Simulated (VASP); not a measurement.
# Ba2Os (Cmmm) in VASP: notebook

One crystal, Ba2Os, is run at these levels: RPBE+D3+U, optB86b-vdW+U; tasks: band structure, density of states.

Everything below comes from runs of VASP 6.6.1. Logs are shortened: lines on timing, memory, paths and dates and some standing lists are left out, and cuts for length are marked.

## 1. The structure

It takes space group Cmmm (No. 65, orthorhombic). Conventional cell: a = 6.386 Å, b = 7.689 Å, c = 4.434 Å, α = 90.00°, β = 90.00°, γ = 90.00°. Ba (site symmetry 2/m) is surrounded by 2 Os at 2.50 Å. Around Os (site symmetry mmm) lie 4 Ba at 2.50 Å.

The cell was built by a generator and needn't be a form met in nature.

## 2. Band structure, RPBE+D3+U

Input file run.py:

```python
from ase import Atoms
from ase.calculators.vasp import Vasp
from ase.dft.bandgap import bandgap

atoms = Atoms(
    ['Ba', 'Ba', 'Os'],
    cell=[[3.19308178, -3.84472569, 0.0], [3.19308178, 3.84472569, 0.0], [0.0, 0.0, 4.43410404]],
    scaled_positions=[[0.0, 0.5, 0.0], [0.5, 0.0, 0.0], [0.0, 0.0, 0.0]],
    pbc=True,
)
calc = Vasp(
    directory='calc',
    xc='rpbe',
    pp='PBE',
    setups='gw',
    prec='Accurate',
    encut=550,
    ediff=1e-06,
    ismear=2,
    sigma=0.02,
    lreal=False,
    lasph=True,
    nelm=60,
    algo='Fast',
    isif=2,
    lwave=False,
    lcharg=True,
    lmaxmix=4,
    ldautype=2,
    ldauprint=1,
    ivdw=11,
    ldau_luj={'Os': {'L': 2, 'U': 5.3, 'J': 0}},
    kpts=[6, 6, 6],
    gamma=False,
)
atoms.calc = calc

print('energy (eV):', atoms.get_potential_energy())
print('free energy (eV):', atoms.get_potential_energy(force_consistent=True))
efermi = calc.get_fermi_level()
print('Fermi level (eV):', efermi)
path = atoms.cell.bandpath(npoints=40, eps=1e-4)
print('path:', path.path)
calc.set(kpts=path.kpts, reciprocal=True, icharg=11, isym=0, lcharg=False)
calc.calculate(atoms)
print('gap on the path (eV):', bandgap(calc, efermi=efermi)[0])
print('direct gap on the path (eV):', bandgap(calc, efermi=efermi, direct=True)[0])
```

Potentials or basis: VASP PAW PBE potentials, release 64 (Ba_sv_GW, Os_sv_GW).

Started as:

```sh
> python run.py
```

Output:

```text
energy (eV): -6.5934379
free energy (eV): -6.59344496
Fermi level (eV): 5.64344761
path: GXSRAZGYX1A1TY,ZT
gap on the path (eV): 0.0
direct gap on the path (eV): 0.0
```

OUTCAR:

```text
ENCUT = 550.000000
   EDIFF = 1.00e-06
   GGA = RP
   PREC = Accurate
   ICHARG = 11
   ISIF = 2
   ISMEAR = 2
   ISYM = 0
   NELM = 60
   IVDW = 11
   LASPH = .TRUE.
   LREAL = .FALSE.
 IVDW          = 11

 ion  position               nearest neighbor table
   1  0.000  0.500  0.000-   3 2.50   3 2.50
   2  0.500  0.000  0.000-   3 2.50   3 2.50
   3  0.000  0.000  0.000-   1 2.50   2 2.50   1 2.50   2 2.50

IMPORTANT INFORMATION: All symmetrisations will be switched off!
NOSYMM: (Re-)initialisation of all symmetry stuff for point group C_1.

----------------------------------------------------------------------------------------

                                     Primitive cell

  volume of cell :     108.8708

  direct lattice vectors                    reciprocal lattice vectors
     3.193081780 -3.844725690  0.000000000     0.156588536 -0.130048290  0.000000000
     3.193081780  3.844725690  0.000000000     0.156588536  0.130048290  0.000000000
     0.000000000  0.000000000  4.434104040     0.000000000  0.000000000  0.225524704

  length of vectors
     4.997768190  4.997768190  4.434104040     0.203549815  0.203549815  0.225524704

  position of ions in fractional coordinates (direct lattice)
     0.000000000  0.500000000  0.000000000
     0.500000000  0.000000000  0.000000000
     0.000000000  0.000000000  0.000000000

  ion indices of the primitive-cell ions
   primitive index   ion index
                 1           1
                 2           2
                 3           3

----------------------------------------------------------------------------------------

 KPOINTS: KPOINTS created by Atomic Simulation Env

Read explicit list of k-points.

 Found     40 k-points:

 Following reciprocal coordinates:
            Coordinates               Weight
  0.000000  0.000000  0.000000      0.025000
  0.140812  0.140812  0.000000      0.025000
  0.281624  0.281624  0.000000      0.025000
  0.422437  0.422437  0.000000      0.025000
  0.211218  0.461218  0.000000      0.025000
  0.000000  0.500000  0.000000      0.025000
[... 16 lines left out ...]
 -0.500000  0.500000  0.000000      0.025000
 -0.422437  0.577563  0.000000      0.025000
 [... further k-points ...]
   k-points           NKPTS =     40   k-points in BZ     NKDIM =     40   number of bands    NBANDS=     22
   number of dos      NEDOS =    301   number of ions     NIONS =      3
   total plane-waves  NPLWV =  57600
   dimension x,y,z NGX =    40 NGY =   40 NGZ =   36
   dimension x,y,z NGXF=    80 NGYF=   80 NGZF=   72
   ions per type =               2   1
   NGX,Y,Z   is equivalent  to a cutoff of  13.31, 13.31, 13.50 a.u.
   NGXF,Y,Z  is equivalent  to a cutoff of  26.61, 26.61, 26.99 a.u.
 SYSTEM =  unknown system
   PREC   = accura    normal or accurate (medium, high low for compatibility)
   ISTART =      0    job   : 0-new  1-cont  2-samecut
   ICHARG =     11    charge: 1-file 2-atom 10-const
   ISPIN  =      1    spin polarized calculation?
   LNONCOLLINEAR =      F non collinear calculations
   LSORBIT =      F    spin-orbit coupling
   LASPH  =      T    aspherical Exc in radial PAW
[... 22 lines left out ...]
     AMIX_MAG =   1.60;   BMIX_MAG =  1.00
  volume/ion in A,a.u.               =      36.29       244.90
  Fermi-wavevector in a.u.,A,eV,Ry     =   1.132066  2.139295 17.436878  1.281574
  Thomas-Fermi vector in A             =   2.268767
   LORBIT       =      0    0 simple, 1 ext, 2 COOP (PROOUT), +10 PAW based schemes
 LDA+U is selected, type is set to LDAUTYPE =  2
   angular momentum for each species LDAUL =    -1    2
   U (eV)           for each species LDAUU =   0.0  5.3
   J (eV)           for each species LDAUJ =   0.0  0.0
   GGA     = RP    functional components
   LHFCALC =     F    Hartree Fock is set to
   AEXX    =    0.0000 exact exchange contribution
   IVDW    =    11    specifies the selected vdW correction
   LEPSILON=     F    determine dielectric tensor
   LRPA    =     F    only Hartree local field effects (RPA)
 non-spin polarized calculation
 RMM-DIIS sequential band-by-band and
 Methfessel and Paxton  Order N= 2 SIGMA  =   0.02
  energy-cutoff  :      550.00
  volume of cell :      108.87
 maximum number of plane-waves:      3213
 NGX is ok and might be reduce to    40

atom =   3  type =  2  l = 2

 onsite density matrix

spin component  1

  0.5765  0.0000  0.0000  0.0000  0.0000
  0.0000  0.6270  0.0000 -0.0000  0.0000
  0.0000  0.0000  0.5650  0.0000 -0.0038
  0.0000 -0.0000  0.0000  0.6460  0.0000
  0.0000  0.0000 -0.0038  0.0000  0.5969

spin component  2

  0.5765  0.0000  0.0000  0.0000  0.0000
  0.0000  0.6270  0.0000 -0.0000  0.0000
  0.0000  0.0000  0.5650  0.0000 -0.0038
  0.0000 -0.0000  0.0000  0.6460  0.0000
  0.0000  0.0000 -0.0038  0.0000  0.5969

 occupancies and eigenvectors

  o =  0.5646  v =  0.0000 -0.0000 -0.9933  0.0000 -0.1160  0.0000  0.0000  0.0000  0.0000  0.0000      0.0000  0.0000  0.0000  0.0000  0.0000  0.0000  0.0000  0.0000  0.0000  0.0000
  o =  0.5646  v =  0.0000  0.0000  0.0000  0.0000  0.0000  0.0000 -0.0000 -0.9933  0.0000 -0.1160      0.0000  0.0000  0.0000  0.0000  0.0000  0.0000  0.0000  0.0000  0.0000  0.0000
  o =  0.5765  v =  0.0000  0.0000  0.0000  0.0000  0.0000  1.0000  0.0000  0.0000  0.0000  0.0000      0.0000  0.0000  0.0000  0.0000  0.0000  0.0000  0.0000  0.0000  0.0000  0.0000
  o =  0.5765  v =  1.0000  0.0000  0.0000  0.0000  0.0000  0.0000  0.0000  0.0000  0.0000  0.0000      0.0000  0.0000  0.0000  0.0000  0.0000  0.0000  0.0000  0.0000  0.0000  0.0000
  o =  0.5973  v =  0.0000 -0.0000  0.1160  0.0000 -0.9933  0.0000  0.0000  0.0000  0.0000  0.0000      0.0000  0.0000  0.0000  0.0000  0.0000  0.0000  0.0000  0.0000  0.0000  0.0000
  o =  0.5973  v =  0.0000  0.0000  0.0000  0.0000  0.0000  0.0000 -0.0000  0.1160  0.0000 -0.9933      0.0000  0.0000  0.0000  0.0000  0.0000  0.0000  0.0000  0.0000  0.0000  0.0000
  o =  0.6270  v =  0.0000  0.0000  0.0000  0.0000  0.0000  0.0000  1.0000 -0.0000  0.0000 -0.0000      0.0000  0.0000  0.0000  0.0000  0.0000  0.0000  0.0000  0.0000  0.0000  0.0000
  o =  0.6270  v =  0.0000  1.0000 -0.0000  0.0000 -0.0000  0.0000  0.0000  0.0000  0.0000  0.0000      0.0000  0.0000  0.0000  0.0000  0.0000  0.0000  0.0000  0.0000  0.0000  0.0000
  o =  0.6460  v =  0.0000  0.0000  0.0000 -1.0000  0.0000  0.0000  0.0000  0.0000  0.0000  0.0000      0.0000  0.0000  0.0000  0.0000  0.0000  0.0000  0.0000  0.0000  0.0000  0.0000
  o =  0.6460  v =  0.0000  0.0000  0.0000  0.0000  0.0000  0.0000  0.0000  0.0000 -1.0000  0.0000      0.0000  0.0000  0.0000  0.0000  0.0000  0.0000  0.0000  0.0000  0.0000  0.0000

 number of electron      35.9999994 magnetization

 Free energy of the ion-electron system (eV)
  ---------------------------------------------------
  ext. energy  EPLUGINS =         0.00000000
  ---------------------------------------------------
  free energy    TOTEN  =        -4.15240920 eV

  energy without entropy =       -4.15225790  energy(sigma->0) =       -4.15237137

 E-fermi :   5.6076     XC(G=0):  -8.8673

 val. band max:        5.5991248011   @ k =  -0.2000   0.2000   0.5000
 cond. band min:       5.6161373198   @ k =   0.4224   0.4224   0.0000
 fundamental gap:      0.0170125188
 Fermi energy:         5.6076241092

 k-point     1 :       0.0000    0.0000    0.0000
  band No.  band energies     occupation
      1     -79.0943      2.00000
      2     -39.1367      2.00000
      3     -38.8992      2.00000
      4     -38.3750      2.00000
      5     -22.8862      2.00000
      6     -22.2831      2.00000
[... 589 lines left out ...]
     21       6.8188      0.00000
     22       7.1341      0.00000

 [... further k-points ...]

------------------------ aborting loop because EDIFF is reached ----------------------------------------

 Edisp (eV)   -1.09579

 E8    (eV) :    -0.4143

  FORCE on cell =-STRESS in cart. coord.  units (eV):
  Direction    XX          YY          ZZ          XY          YZ          ZX
  --------------------------------------------------------------------------------------
  -------------------------------------------------------------------------------------
  Total      16.75268    11.98084   -17.90510     4.07802     0.00068    -0.14292
  in kB     246.53790   176.31392  -263.49716    60.01342     0.00998    -2.10322
  external pressure =       53.12 kB  Pullay stress =        0.00 kB

 VOLUME and BASIS-vectors are now :
 -----------------------------------------------------------------------------
  energy-cutoff  :      550.00
  volume of cell :      108.87
      direct lattice vectors                 reciprocal lattice vectors
     3.193081780 -3.844725690  0.000000000     0.156588536 -0.130048290  0.000000000
     3.193081780  3.844725690  0.000000000     0.156588536  0.130048290  0.000000000
     0.000000000  0.000000000  4.434104040     0.000000000  0.000000000  0.225524704

 POSITION                                       TOTAL-FORCE (eV/Angst)
 -----------------------------------------------------------------------------------
      1.59654      1.92236      0.00000         0.001458      0.000196     -0.000242
      1.59654     -1.92236      0.00000         0.001383     -0.000096      0.000129
      0.00000      0.00000      0.00000        -0.002842     -0.000101      0.000114
 -----------------------------------------------------------------------------------
    total drift:                               -0.000243     -0.000003      0.000002

  FREE ENERGIE OF THE ION-ELECTRON SYSTEM (eV)
  ---------------------------------------------------
  free  energy   TOTEN  =        -5.2481977405 eV

  energy  without entropy=       -5.2480464410  energy(sigma->0) =       -5.24815992
```

INCAR:

```text
ENCUT = 550.000000
SIGMA = 0.020000
EDIFF = 1.00e-06
ALGO = Fast
GGA = RP
PREC = Accurate
ICHARG = 11
ISIF = 2
ISMEAR = 2
ISYM = 0
LDAUPRINT = 1
LDAUTYPE = 2
LMAXMIX = 4
NELM = 60
IVDW = 11
LASPH = .TRUE.
LCHARG = .FALSE.
LWAVE = .FALSE.
LREAL = .FALSE.
LDAU = .TRUE.
LDAUL = -1 2
LDAUU = 0.000 5.300
LDAUJ = 0.000 0.000
```

It took 4.8 min on 1 thread of Intel Xeon Platinum 8488C (Sapphire Rapids), shared host; peak memory 0.31 GiB.

Results:

| Quantity | Value |
| --- | --- |
| Band gap along the path | none (metal or under the smearing width) |
| Dispersion energy per atom | -0.365 eV |

Levels at the corners of the path, in eV from the Fermi level:
```tsv
point	band 16	band 17	band 18	band 19	band 20	band 21
Γ	-3.18	-2.83	-2.62	-1.03	1.51	2.88
X	-1.67	-0.03	0.29	0.33	0.91	1.10
S	-2.33	-1.65	-0.46	1.18	1.68	2.17
R	-1.89	-0.62	-0.24	0.56	0.96	1.91
A	-1.02	-0.72	-0.64	0.10	1.03	1.07
Z	-3.06	-3.00	-0.65	-0.49	0.55	1.48
Γ	-3.18	-2.83	-2.62	-1.03	1.51	2.88
Y	-1.55	-0.09	0.57	0.66	0.66	1.40
X1	-1.67	-0.03	0.29	0.33	0.90	1.18
A1	-1.02	-0.72	-0.64	0.10	1.03	1.07
T	-1.35	-0.90	-0.63	0.38	0.92	1.20
Y	-1.55	-0.09	0.57	0.66	0.67	1.00
Z	-3.06	-3.00	-0.65	-0.49	0.55	1.48
T	-1.35	-0.90	-0.63	0.38	0.92	1.20
```

Caveat: the log is that of the step along the path at fixed density, whose energy, stress, charges and moments have no meaning; the PAW data sets were made with another functional, which shifts forces and pressure a little; spin-orbit coupling is left out, which moves the levels of the heavy elements; U without spin polarisation on a metal has little footing; pairwise dispersion overbinds metals, which lowers pressure and volume; the U is typed as a test and isn't derived for this compound.

## 3. Density of states, optB86b-vdW+U

Input file POSCAR:

```
Ba2Os
1.0
    3.1930817800     -3.8447256900      0.0000000000
    3.1930817800      3.8447256900      0.0000000000
    0.0000000000      0.0000000000      4.4341040400
Ba Os
2 1
Direct
    0.0000000000      0.5000000000      0.0000000000
    0.5000000000      0.0000000000      0.0000000000
    0.0000000000      0.0000000000      0.0000000000
```

Input file INCAR.step1:

```
AGGAC = 0.0 ; ALGO = Normal
EDIFF = 1E-7 ; ENCUT = 520
GGA = MK ; ISIF = 2
ISMEAR = 1 ; LASPH = T
LCHARG = T ; LDAU = T
LDAUJ = 0 0 ; LDAUL = -1 2
LDAUPRINT = 1 ; LDAUTYPE = 2
LDAUU = 0 4.5 ; LMAXMIX = 4
LREAL = F ; LUSE_VDW = T
LWAVE = F ; NELM = 60
PARAM1 = 0.1234 ; PARAM2 = 1.0
PREC = Accurate ; SIGMA = 0.2
```

Input file KPOINTS.step1:

```
k-points
0
Gamma
  6 6 6
```

Input file INCAR.step2:

```
AGGAC = 0.0 ; ALGO = Normal
EDIFF = 1E-7 ; ENCUT = 520
GGA = MK ; ICHARG = 11
ISIF = 2 ; ISMEAR = -5
LASPH = T ; LCHARG = F
LDAU = T ; LDAUJ = 0 0
LDAUL = -1 2 ; LDAUPRINT = 1
LDAUTYPE = 2 ; LDAUU = 0 4.5
LMAXMIX = 4 ; LORBIT = 11
LREAL = F ; LUSE_VDW = T
LWAVE = F ; NEDOS = 2001
NELM = 60 ; PARAM1 = 0.1234
PARAM2 = 1.0 ; PREC = Accurate
SIGMA = 0.2
```

Input file KPOINTS.step2:

```
k-points
0
Gamma
  9 9 9
```

Potentials or basis: VASP PAW PBE potentials, release 64 (Ba_sv, Os).

Started as:

```sh
> cat potpaw_PBE.64/Ba_sv/POTCAR potpaw_PBE.64/Os/POTCAR > POTCAR
> cp INCAR.step1 INCAR
> cp KPOINTS.step1 KPOINTS
> mpirun -np 1 vasp_std > vasp.out
> cp INCAR.step2 INCAR
> cp KPOINTS.step2 KPOINTS
> mpirun -np 1 vasp_std > vasp.out
```

Run time: 4.6 min. Hardware: 1 thread of Intel Xeon Platinum 8488C (Sapphire Rapids), shared host; peak memory 0.72 GiB.

The run converged. Its results:

- Valence electrons inside the program's atomic spheres: Ba 8.54; Os 8.72

Levels at points of the mesh, in eV from the Fermi level:
```tsv
k point	band 10	band 11	band 12	band 13	band 14	band 15	band 16	band 17	band 18
(0.00, 0.00, 0.00)	-3.79	-3.60	-3.14	-3.03	-2.67	-1.01	1.58	2.68	2.86
```

States per cell in windows of 1 eV (zero at the Fermi level; states under -8 eV left out):
| from (eV) | total | Os3_d | Ba1_d | Ba2_d | Os3_s | Os3_p | Ba1_p |
| --- | --- | --- | --- | --- | --- | --- | --- |
| -8.0 | 0.00 | 0.00 | 0.00 | 0.00 | 0.00 | 0.00 | 0.00 |
| -7.0 | 0.00 | 0.00 | 0.00 | 0.00 | 0.00 | 0.00 | 0.00 |
| -6.0 | 0.00 | 0.00 | 0.00 | 0.00 | 0.00 | 0.00 | 0.00 |
| -5.0 | 0.57 | 0.40 | 0.07 | 0.07 | 0.00 | 0.00 | 0.01 |
| -4.0 | 3.56 | 2.71 | 0.36 | 0.36 | 0.08 | 0.01 | 0.03 |
| -3.0 | 3.79 | 2.69 | 0.23 | 0.23 | 0.16 | 0.04 | 0.05 |
| -2.0 | 1.80 | 0.90 | 0.12 | 0.12 | 0.13 | 0.04 | 0.03 |
| -1.0 | 2.18 | 0.52 | 0.21 | 0.21 | 0.11 | 0.06 | 0.04 |
| 0.0 | 2.57 | 0.47 | 0.29 | 0.29 | 0.10 | 0.11 | 0.05 |
| 1.0 | 3.34 | 0.38 | 0.51 | 0.51 | 0.09 | 0.12 | 0.06 |
| 2.0 | 1.94 | 0.15 | 0.34 | 0.34 | 0.06 | 0.08 | 0.03 |
| 3.0 | 0.23 | 0.02 | 0.04 | 0.04 | 0.00 | 0.01 | 0.00 |
| 4.0 | 0.00 | 0.00 | 0.00 | 0.00 | 0.00 | 0.00 | 0.00 |

Eigenvalues of the final occupation matrices:
| site | spin | trace | eigenvalues |
| --- | --- | --- | --- |
| site 3 d | 1 | 3.97 | 0.58 0.81 0.84 0.85 0.88 |
| site 3 d | 2 | 3.97 | 0.58 0.81 0.84 0.85 0.88 |

Caveat: the PAW data sets were made with another functional, which shifts forces and pressure a little; U without spin polarisation on a metal has little footing; the U is typed as a test and isn't derived for this compound; tetrahedron occupations give inexact forces and stress in metals. The run has no spin-orbit coupling, so splittings on Ba, Os are missing.

## 4. For comparison

An earlier run on the cell as given: functional PBE; potentials or basis VASP PAW PBE potentials, release 64 (Ba_sv, Os); cutoff 520 eV; k mesh 6 × 6 × 6; occupations fermi-dirac, width 0.05 eV; no spin polarisation.

- Pressure: 20.2 GPa
- Band gap on the k mesh: none (metal or under the smearing width)
